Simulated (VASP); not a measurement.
Consider the following.

```yaml
crystal:
  lattice:
    - [0.00000, 2.42776, 2.39134]
    - [2.39134, 0.00000, 2.39134]
    - [2.39134, 2.42776, 0.00000]
  atoms:
    - { symbol: Y, position: [0.00000, 0.00000, 0.00000] }
    - { symbol: N, position: [0.50000, 0.50000, 0.50000] }
```

Calculation: PBEsol GGA, VASP's PBE PAW potentials (set 64) (plane waves; VASP 6.6.1). Numerical set-up: 600 eV cut-off, 10×10×10 Γ-centred mesh, Gaussian smearing of 0.050 eV, potentials Y_sv N.

Question: Predict the energy per atom (σ→0), pressure, band gap (on the k-mesh) with the smallest direct gap where there is one.

Answer: 
```json
{
  "band gap (on the k-mesh)": "none (metal, semimetal or under 0.01 eV)",
  "energy per atom (σ→0)": "-922.1 kJ/mol of atoms",
  "pressure": "5.44 GPa"
}
```

Only differences to runs with the same potentials and settings are physical.

The compound is YN in the rock salt structure. This cell was strained or had an atom moved on purpose.
